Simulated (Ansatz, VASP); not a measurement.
# Cross-check of PtC between VASP and Ansatz, part 2 of 3

Wanted: the spread between two codes on one cell, functional and k mesh. The cell is generated by rule, not measured, and may not be a known phase. The cell is taken from a series of runs on this material, whose earlier steps may have relaxed, scaled, displaced or heated it; both programs get it as it stands.

VASP 6.6.1 and Ansatz 0.2.0.

So far: The starting structure; VASP: relaxation of cell and atoms, LDA, pair 1.

## Step 3: Ansatz: relaxation of cell and atoms, LDA, pair 1

Level of this step: Ansatz beside VASP: Kohn-Sham DFT, plane waves, LDA (Ansatz).

Ansatz runs on its default PAW (the set named soft_2) files.

The same cell, functional (in two slightly different forms), mesh and smearing now go to Ansatz, which takes its cutoff from its data sets.

Contents of input.yaml:

```yaml
crystal:
  lattice:
    - [2.9989819224, 0.0, 0.0]
    - [0.0, 5.6786862195, 0.0]
    - [0.0, 0.0, 5.5701004006]
  atoms:
    - { symbol: Pt, position: [0.0, 0.2752760046, 0.0420476678] }
    - { symbol: Pt, position: [0.5, 0.831321412, 0.9697718892] }
    - { symbol: Pt, position: [0.5, 0.168678588, 0.4697718892] }
    - { symbol: Pt, position: [0.0, 0.7247239954, 0.5420476678] }
    - { symbol: C, position: [0.0, 0.3947063046, 0.4109874507] }
    - { symbol: C, position: [0.5, 0.8282295245, 0.3271929924] }
    - { symbol: C, position: [0.5, 0.1717704755, 0.8271929924] }
    - { symbol: C, position: [0.0, 0.6052936954, 0.9109874507] }
kpoints:
  mp_grid: { grid: [10, 6, 6] }
hamiltonian:
  xc: lda
scf:
  occupations: { method: methfessel_paxton, width: 0.15 }
output:
  forces: true
  stress: true
  eigenvalues: true
relax:
  adjacent_minimum: "off"
  f_tol: 0.001
  max_steps: 60
  cell: { stress_tol: 0.01 }
```

The run is started by

```
$ ansatz run input.yaml --threads 4 --pin off --max-ram 7168MiB --backend cpu --events-out ev --progress --plain --runs-dir out
```

Numbers of over 12 decimals in the logs are rounded to 6 here.

Output:

```text
Engine: ansatz 0.2.0, aarch64-unknown-linux-gnu
Pseudopotentials: kind: paw
Pseudopotential: Pt, paw, valence charge 18, recommended cutoff 420 eV (normal), Pt.paw.azcp
Pseudopotential: C, paw, valence charge 4, recommended cutoff 420 eV (normal), C.paw.azcp
Functional definition: SPW92
  exchange = slater_x
  correlation = pw_c
Crystal: 8 atoms, lattice volume = 94.860 Å³
Basis set: ecut = 420 eV, 1851 PW (Γ)
Bands: 53, of which v1, the nominal top of the filled ones, is band 44 counted from 1 (43 counted from 0)
Symmetry: 4 space group operations
Space group: Pmc21 (ITA 26), of the structure as read, at distance tolerance 4.6e-5 Å
k-points: 96 of 360 (time reversal used)
Non-local potential: Pt, projectors of the file, l = 0: 3, l = 1: 2, l = 2: 2, l = 3: 1
Non-local potential: C, projectors of the file, l = 0: 2, l = 1: 2, l = 2: 1
PAW form: soft (Blöchl's): semilocal exchange-correlation on the pseudo side does not see the compensation charge
PAW frozen core: Pt, regenerated for the run's functional, and the local potential with it (the file was generated under x = pbe(κ = 0.804, μ = 0.219515), c = pbe(β = 0.066725))
PAW frozen core: C, regenerated for the run's functional, and the local potential with it (the file was generated under x = pbe(κ = 0.804, μ = 0.219515), c = pbe(β = 0.066725))
PAW one-centre angular grid: Pt, 590 points (default); XC on 64 Gauss nodes
PAW one-centre angular grid: C, 110 points (default); XC on 64 Gauss nodes
Initial density: superposition of atomic densities (neutral atoms: chi_scale 0, normalization atom), corrected by the library's trained network
Initial wavefunctions: pseudopotential atomic-orbital guess
Functional: x = slater, c = lda
SCF iter   1: F=—  HF=-49944.979269 eV  |F-HF|=—  |Δ(HF+E_count)|=         —  Δρ=1.28e-2  dr2=1.01e-1  ethr=1.77e-3  ⟨swp⟩=5.4  Hψ=17725  notcnv=0
preconditioner: auto → Kerker (q_TF=auto, 2.694 Å⁻¹)  [metal: Δε(μ)=0.006 eV  Ē_g=8.744 eV  σ=0.150 eV  W_gap=0.03  n_scr=38 (ndim 8)  ℏωp=28.5 eV  f_vac=0.002  D(μ)=1.89/eV (n_scr^D=8)]
SCF iter   2: F=—  HF=-49944.961255 eV  |F-HF|=—  |Δ(HF+E_count)|=   1.80e-2  S|Δr|=    0.00e0  Δρ=6.81e-3  dr2=3.48e-2  ethr=1.15e-4  ⟨swp⟩=1.2  Hψ=5919  notcnv=0
SCF iter   3: F=—  HF=-49944.951901 eV  |F-HF|=—  |Δ(HF+E_count)|=   9.35e-3  S|Δr|=    0.00e0  Δρ=1.28e-3  dr2=2.36e-3  ethr=3.96e-5  ⟨swp⟩=2.0  Hψ=7614  notcnv=0
SCF iter   4: F=—  HF=-49944.951418 eV  |F-HF|=—  |Δ(HF+E_count)|=   4.83e-4  S|Δr|=    0.00e0  Δρ=5.43e-4  dr2=5.28e-4  ethr=2.68e-6  ⟨swp⟩=2.3  Hψ=7150  notcnv=0
SCF iter   5: F=—  HF=-49944.951296 eV  |F-HF|=—  |Δ(HF+E_count)|=   1.22e-4  S|Δr|=    0.00e0  Δρ=1.66e-4  dr2=4.00e-5  ethr=6.00e-7  ⟨swp⟩=2.2  Hψ=7042  notcnv=0
SCF iter   6: F=—  HF=-49944.951292 eV  |F-HF|=—  |Δ(HF+E_count)|=   4.54e-6  S|Δr|=    0.00e0  Δρ=7.15e-5  dr2=1.04e-5  ethr=4.54e-8  ⟨swp⟩=2.0  Hψ=7600  notcnv=0
SCF iter   7: F=—  HF=-49944.951290 eV  |F-HF|=—  |Δ(HF+E_count)|=   1.53e-6  S|Δr|=    0.00e0  Δρ=2.36e-5  dr2=7.33e-7  ethr=1.18e-8  ⟨swp⟩=2.2  Hψ=6710  notcnv=0
SCF iter   8: F=-49944.951290 eV  HF=-49944.951290 eV  |F-HF|=5.69e-8  |Δ(HF+E_count)|=   9.42e-8  S|Δr|=    0.00e0  Δρ=8.69e-6  dr2=9.56e-8  ethr=1.14e-10  ⟨swp⟩=7.8  Hψ=19851  notcnv=0
SCF 1 converged in 8 iterations: F = -49944.951290 eV  dr2 = 9.56e-8
  greatest PAW one-centre occupation: 1.000 electrons in one spin orbital (limit 2), on the Pt atom at site 2 (counted from 0), in its partial waves of l = 0
relax step   1: F+E_penalty+E_count = -49944.95128990 eV  Δ(F+E_penalty+E_count) = +0.000e0 eV  max|allowed force component| = 7.495e-4 eV/Å  Δτ_max = 0.0000 Å  P = -0.001 GPa  Ω = 94.860 Å³  (8 SCF iters, dr2 threshold 1.00e-7 eV, accepted)
Initial density: handed on by an earlier stage of this run
Initial wavefunctions: pseudopotential atomic-orbital guess (no wavefunctions were taken with the density)
iter 1 solved again at ethr=1.08e-7 eV; its pass at ethr=3.10e-3 eV (dr2=9.49e-5 eV) is discarded
SCF iter   1: F=—  HF=-49944.951285 eV  |F-HF|=—  |Δ(HF+E_count)|=         —  Δρ=8.73e-6  dr2=9.52e-8  ethr=1.08e-7  ⟨swp⟩=3.7  Hψ=29960  notcnv=0
preconditioner: auto → Kerker (q_TF=auto, 2.694 Å⁻¹)  [metal: Δε(μ)=0.006 eV  Ē_g=8.740 eV  σ=0.150 eV  W_gap=0.04  n_scr=38 (ndim 8)  ℏωp=28.5 eV  f_vac=0.001  D(μ)=1.94/eV (n_scr^D=8)]
SCF iter   2: F=—  HF=-49944.951290 eV  |F-HF|=—  |Δ(HF+E_count)|=   4.63e-6  S|Δr|=    0.00e0  Δρ=4.23e-6  dr2=2.50e-8  ethr=1.08e-10  ⟨swp⟩=2.8  Hψ=9125  notcnv=0
SCF iter   3: F=—  HF=-49944.951290 eV  |F-HF|=—  |Δ(HF+E_count)|=  8.95e-10  S|Δr|=    0.00e0  Δρ=2.72e-6  dr2=1.09e-8  ethr=2.85e-11  ⟨swp⟩=1.0  Hψ=5088  notcnv=0
SCF iter   4: F=—  HF=-49944.951290 eV  |F-HF|=—  |Δ(HF+E_count)|=   1.01e-9  S|Δr|=    0.00e0  Δρ=8.81e-7  dr2=1.44e-9  ethr=1.24e-11  ⟨swp⟩=2.2  Hψ=7440  notcnv=0
SCF iter   5: F=—  HF=-49944.951290 eV  |F-HF|=—  |Δ(HF+E_count)|=  2.33e-10  S|Δr|=    0.00e0  Δρ=2.92e-7  dr2=1.53e-10  ethr=1.64e-12  ⟨swp⟩=2.6  Hψ=7686  notcnv=0
SCF iter   6: F=—  HF=-49944.951290 eV  |F-HF|=—  |Δ(HF+E_count)|=  7.28e-12  S|Δr|=    0.00e0  Δρ=7.44e-8  dr2=9.69e-12  ethr=1.00e-12  ⟨swp⟩=1.0  Hψ=5088  notcnv=0
SCF iter   7: F=-49944.951290 eV  HF=-49944.951290 eV  |F-HF|=1.46e-11  |Δ(HF+E_count)|=  2.18e-11  S|Δr|=    0.00e0  Δρ=2.35e-8  dr2=9.63e-13  ethr=1.00e-12  ⟨swp⟩=5.0  Hψ=19628  notcnv=0
SCF 2 converged in 7 iterations: F = -49944.951290 eV  dr2 = 9.63e-13
relax step   2: F+E_penalty+E_count = -49944.95128995 eV  Δ(F+E_penalty+E_count) = -4.545e-8 eV  max|allowed force component| = 6.941e-4 eV/Å  Δτ_max = 0.0000 Å  P = -0.001 GPa  Ω = 94.860 Å³  stress off target by 6.14e-3 GPa  SCF on the basis re-selected at this cell (its energy is not comparable with the rows above)  (7 SCF iters)
basis re-selected at this cell: Δ(F+E_penalty+E_count) = -4.545e-8 eV, ΔP = +0.000 GPa vs the last step (what re-selecting the basis moved, of the pressure what is left beyond the Pulay correction that the steps carried, after the strain that the cell walked since its last selection, with what the two solves' SCF thresholds leave and, on support functions, any second-order correction that the steps lacked; it is no m [...]
SCF converged after 7 iterations
Stability not checked: this state was not tested for a lower state beside it, because cold or Methfessel-Paxton smearing, or corrected tetrahedra, fill the levels in a way that the test cannot read (fill_not_monotonic; see scf.lower_state_search)
Free energy (F): -49944.951290 eV
Harris-Foulkes:  -49944.951290 eV  (|F-HF|=1.46e-11)
Internal energy: -49944.949818 eV  (E = F + TS)
E sigma→0 (E₀):  -49944.950922 eV
Entropy (-TS):   -0.001472 eV (-0.184 meV/atom)
Fermi energy:    17.891271 eV
--- Per-component energies (eV) ---
  E_band       = -856.545323
  E_kinetic    = 2897.132648
  E_local      = -7897.060898  (includes V_loc(G=0)·N_el)
  E_nonlocal   = 931.253155
  E_hartree    = 2932.303843
  E_xc         = -1232.066305
  E_vxc        = -1447.721358  (∫ρ·V_xc dr)
  E_paw        = -37072.682298  (= ΣΔE_a)
  E_vpaw       = -1204.757303  (= ΣTr[D̂ρ^β])
  E_aug_tail   = 0.000740  (compensation charges beyond the density's cutoff)
  E_ewald      = -10505.937511
  E_core_change = 2.106808  (= ΣΔE_core)
  E_smearing   = -0.001472  (= −TS)
  E_closure    = 0.000000  (closes the sum)
  Σ components = -49944.951290   (vs F -49944.951290, Δ=0.00e0)
--- Forces (eV/Å), atoms counted from 1 ---
  atom   1  Pt    -0.00000000    -0.00004354    -0.00004485
  atom   2  Pt    -0.00000000    -0.00011408     0.00069420
  atom   3  Pt     0.00000000     0.00011408     0.00069420
  atom   4  Pt    -0.00000000     0.00004354    -0.00004485
  atom   5  C      0.00000000     0.00013071     0.00003825
  atom   6  C     -0.00000000     0.00015296    -0.00068725
  atom   7  C     -0.00000000    -0.00015296    -0.00068725
  atom   8  C     -0.00000000    -0.00013071     0.00003825
  max |Σ_I F_I| component: 7.22e-7 eV/Å
--- Stress (GPa, compression-positive) ---
       -0.002121       0.000000       0.000000
        0.000000       0.005614       0.000000
        0.000000       0.000000      -0.006143
  P = ⅓ Tr σ = -0.0009 GPa (-0.009 kbar)
--- Band table (eV; the first three rows and the last of 96) ---
  k-point 0: bands = [... 40 lower, 15.3370, 15.3605, 15.6838, 16.5441, 18.4696, 20.2506, 20.9491, 21.0328, ... 5 higher]
  k-point 1: bands = [... 40 lower, 15.2929, 15.3084, 15.8826, 16.8476, 18.7681, 20.2444, 20.8143, 20.9059, ... 5 higher]
  k-point 2: bands = [... 40 lower, 15.3238, 15.3700, 16.6560, 17.3296, 19.4325, 20.1767, 20.4319, 20.6322, ... 5 higher]
  k-point 95: bands = [... 40 lower, 16.0045, 16.0045, 16.2269, 16.2269, 18.3845, 18.3845, 18.9584, 18.9584, ... 5 higher]
--- Relaxed structure (1 steps of the walk, 1 accepted, 1 SCFs on fresh bases) ---
  F+E_penalty+E_count = -49944.95128995 eV   max|allowed force component| = 6.941e-4 eV/Å   (the final SCF, on the basis selected at the relaxed cell)
  cell:  # Å, volume = 94.8604 Å³
    - [2.9989819224, 0.0, 0.0]
    - [0.0, 5.6786862195, 0.0]
    - [0.0, 0.0, 5.5701004006]
  atoms:
    - { symbol: Pt, position: [0.0, 0.275276, 0.042048] }
    - { symbol: Pt, position: [0.5, 0.831321, 0.969772] }
    - { symbol: Pt, position: [0.5, 0.168679, 0.4697718892] }
    - { symbol: Pt, position: [0.0, 0.724724, 0.542048] }
    - { symbol: C, position: [0.0, 0.3947063046, 0.410987] }
    - { symbol: C, position: [0.5, 0.828230, 0.327193] }
    - { symbol: C, position: [0.5, 0.171770, 0.8271929924] }
    - { symbol: C, position: [0.0, 0.605294, 0.910987] }
```

Reading the cycles: dr2 is the Hartree energy of the density residual (eV), the measure of convergence; HF is the Harris–Foulkes estimate of the energy, which meets the free energy F at convergence.

## Step 4: Comparison

Known differences besides the potentials themselves: the data sets hold 88 valence electrons in Ansatz (on its default PAW (the set named soft_2) files) and 56 in VASP; the cutoff is 420 eV in Ansatz and 600 eV in VASP; VASP's log shows a relativistic correction to its local exchange, Ansatz's none; Ansatz adds a Pulay correction to the stress that steers its cell, VASP none. Total energies have different zeros and are not compared.

The two programs side by side:

| quantity | Ansatz | VASP | difference |
| --- | --- | --- | --- |
| volume (Å³) | 94.86 | 95.11 | -0.26 % |
| edge a after relaxation, in the typed setting (Å) | 2.999 | 3.001 | -0.06 % |
| edge b after relaxation, in the typed setting (Å) | 5.679 | 5.685 | -0.11 % |
| edge c after relaxation, in the typed setting (Å) | 5.570 | 5.576 | -0.10 % |

## Step 5: VASP: relaxation of cell and atoms, LDA, pair 2

The relaxed volume is the usual yardstick between codes: in a stiff, nearly cubic crystal its relative difference is about their pressure difference at one cell divided by the bulk modulus. Its start cell is another than that of the pair before, and may be another structure of the material.

Contents of INCAR:

```
SYSTEM = PtC
PREC = Accurate
ENCUT = 600
EDIFF = 1E-07
NELM = 120
ISMEAR = 1
SIGMA = 0.15
LREAL = .FALSE.
ALGO = Normal
GGA = PW92
NBANDS = 36
LASPH = .TRUE.
LORBIT = 11
LWAVE = .FALSE.
LCHARG = .FALSE.
ISIF = 3
IBRION = 2
NSW = 80
EDIFFG = -0.005
GGA_COMPAT = .FALSE.
NELMIN = 4
KPAR = 2
```

Contents of POSCAR:

```
PtC
1.0
    3.1354770000      0.0000000000      0.0000000000
    0.0000000000      5.5242480000      0.0000000000
    0.0000000000      0.0000000000      5.7316340000
Pt C
4 4
Direct
    0.0000000798      0.0744847081      0.9891748147
    0.5000000798      0.6044520449      0.0249152336
    0.5000000798      0.9255152919      0.4891748147
    0.0000000798      0.3955479551      0.5249152336
    0.0000000798      0.0890213473      0.3433390897
    0.5000000798      0.5729549072      0.3925707748
    0.5000000798      0.9109786527      0.8433390897
    0.0000000798      0.4270450928      0.8925707748
```

Contents of KPOINTS:

```
Automatic mesh
0
Gamma
10 6 6
0 0 0
```

PAW data sets: Pt and C (LDA family, release 64).

The run is started by

```
$ mpirun -np 2 vasp_std
```

Output:

```text
[banner, memory and clock lines left out]
running    2 mpi-ranks, on    1 nodes
[...]
[... a notice as in an earlier step ...]

 LDA part: xc-table for (Slater(with rela. corr.)+PW92), standard interpolation
 POSCAR, INCAR and KPOINTS ok, starting setup
[...]
entering main loop
       N       E                     dE             d eps       ncg     rms          rms(c)
DAV:   1     0.344106063565E+03    0.34411E+03   -0.30732E+04  6912   0.165E+03
DAV:   2    -0.490692687313E+02   -0.39318E+03   -0.37782E+03  7848   0.335E+02
DAV:   3    -0.714870940146E+02   -0.22418E+02   -0.21756E+02  8108   0.744E+01
DAV:   4    -0.720512245266E+02   -0.56413E+00   -0.56086E+00  8192   0.123E+01
[...]
DAV:  14    -0.628609986096E+02   -0.61448E-06   -0.18615E-05  7848   0.246E-02    0.542E-03
DAV:  15    -0.628609983006E+02    0.30902E-06   -0.83371E-07  7768   0.552E-03    0.236E-03
DAV:  16    -0.628609982884E+02    0.12191E-07   -0.24572E-07  5352   0.224E-03
   1 F= -.62860998E+02 E0= -.62861597E+02  d E =-.628610E+02
[... from here on, the cycles between the ionic steps are left out ...]
   2 F= -.62858210E+02 E0= -.62858760E+02  d E =0.278849E-02
   3 F= -.62861972E+02 E0= -.62862556E+02  d E =-.974127E-03
   4 F= -.62861972E+02 E0= -.62862556E+02  d E =-.973868E-03
   5 F= -.62861988E+02 E0= -.62862564E+02  d E =-.154884E-04
 trial-energy change:   -0.000015  1 .order   -0.000015   -0.000025   -0.000005
 step:   1.1025(harm=  1.1025)  dis= 0.00066  next Energy=   -62.861988 (dE=-0.160E-04)
 reached required accuracy - stopping structural energy minimisation
```

OUTCAR, selected parts (step 5):

```text
  Total        0.0017776      0.0082539      0.0223023      0.0000000      0.0000000      0.0000000
  in kB        0.0285988      0.1327963      0.3588171      0.0000000      0.0000000      0.0000000
  external PRESSURE =       0.1734041 kB  Pullay stress =       0.0000000 kB

 POSITION                                       TOTAL-FORCE (eV/Angst)
 -----------------------------------------------------------------------------------
      0.00000      0.41249      5.67513         0.000000      0.002898     -0.004044
      1.56943      3.34256      0.14428         0.000000      0.001276      0.004662
      1.56943      5.11757      2.80664         0.000000     -0.002898     -0.004044
      0.00000      2.18750      3.01277         0.000000     -0.001276      0.004662
      0.00000      0.49220      1.96878         0.000000      0.000619     -0.001047
      1.56943      3.16879      2.25153         0.000000     -0.003157      0.000428
      1.56943      5.03787      4.83727         0.000000     -0.000619     -0.001047
      0.00000      2.36127      5.12001         0.000000      0.003157      0.000428
 -----------------------------------------------------------------------------------
    total drift:                               -0.000252      0.000148      0.000110

  FREE ENERGIE OF THE ION-ELECTRON SYSTEM (eV)
  ---------------------------------------------------
  free  energy   TOTEN  =       -62.8619876451 eV

  energy  without entropy=      -62.8637168367  energy(sigma->0) =      -62.86256404

[... 2 parts as in an earlier step ...]

[... 2 further parts left out ...]
[key lines of the parts left out:]
E-fermi :   9.0687
```

## Step 6: Ansatz: relaxation of cell and atoms, LDA, pair 2

The same cell, functional (in two slightly different forms), mesh and smearing now go to Ansatz, which takes its cutoff from its data sets.

The cell is taken from a series of runs on this material, whose earlier steps may have relaxed, scaled, displaced or heated it; both programs get it as it stands.

input.yaml, the sections that differ from step 3:

```yaml
crystal:
  lattice:
    - [3.1354770612, 0.0, 0.0]
    - [0.0, 5.5242482395, 0.0]
    - [0.0, 0.0, 5.7316339805]
  atoms:
    - { symbol: Pt, position: [0.0, 0.07448466, 0.9891749007] }
    - { symbol: Pt, position: [0.5, 0.6044520157, 0.0249152997] }
    - { symbol: Pt, position: [0.5, 0.92551534, 0.4891749007] }
    - { symbol: Pt, position: [0.0, 0.3955479843, 0.5249152997] }
    - { symbol: C, position: [0.0, 0.0890213681, 0.3433390383] }
    - { symbol: C, position: [0.5, 0.5729549109, 0.3925707613] }
    - { symbol: C, position: [0.5, 0.9109786319, 0.8433390383] }
    - { symbol: C, position: [0.0, 0.4270450891, 0.8925707613] }
# kpoints, hamiltonian, scf, output, relax: as in step 3
```

The run is started by

```
$ ansatz run input.yaml --threads 4 --pin off --max-ram 7168MiB --backend cpu --events-out ev --progress --plain --runs-dir out
```

Output:

```text
[...]
Crystal: 8 atoms, lattice volume = 99.279 Å³
Basis set: ecut = 420 eV, 1939 PW (Γ)
Bands: 53, of which v1, the nominal top of the filled ones, is band 44 counted from 1 (43 counted from 0)
Symmetry: 4 space group operations
[...]
k-points: 96 of 360 (time reversal used)
[...]
atoms:
    - { symbol: Pt, position: [0.0, 0.07448466, 0.989175] }
    - { symbol: Pt, position: [0.5, 0.604452, 0.0249152997] }
    - { symbol: Pt, position: [0.5, 0.925515, 0.489175] }
    - { symbol: Pt, position: [0.0, 0.3955479843, 0.5249152997] }
    - { symbol: C, position: [0.0, 0.089021, 0.343339] }
    - { symbol: C, position: [0.5, 0.5729549109, 0.3925707613] }
    - { symbol: C, position: [0.5, 0.9109786319, 0.8433390383] }
    - { symbol: C, position: [0.0, 0.427045, 0.892571] }
[key lines of the parts left out:]
SCF converged after 6 iterations
Free energy (F): -49944.344822 eV
Fermi energy:    17.075357 eV
P = ⅓ Tr σ = 0.0019 GPa (0.019 kbar)
```

## Step 7: Side by side

What differs besides the data sets and the points named for the pairs above, as far as they apply: the data sets hold 88 valence electrons in Ansatz (on its default PAW (the set named soft_2) files) and 56 in VASP. Total energies have different zeros and are not compared.

Both answers:

| quantity | Ansatz | VASP | difference |
| --- | --- | --- | --- |
| volume (Å³) | 99.28 | 99.58 | -0.31 % |
| edge a after relaxation, in the typed setting (Å) | 3.135 | 3.139 | -0.11 % |
| edge b after relaxation, in the typed setting (Å) | 5.524 | 5.530 | -0.11 % |
| edge c after relaxation, in the typed setting (Å) | 5.732 | 5.737 | -0.09 % |

[end of part 2 of 3]

[Lines on the potential files, build, host, timing and source positions are cut from VASP's logs without a mark.]

[Logs are printed without paths, hosts, clocks, repeated set-up lines and the standing remarks that a program may print on its own settings, such as how far it seeks lower states.]

[Hosts, paths, dates, database ids (printed as entryN), source tags and the programs' standing remarks are cut or masked in the printed files.]
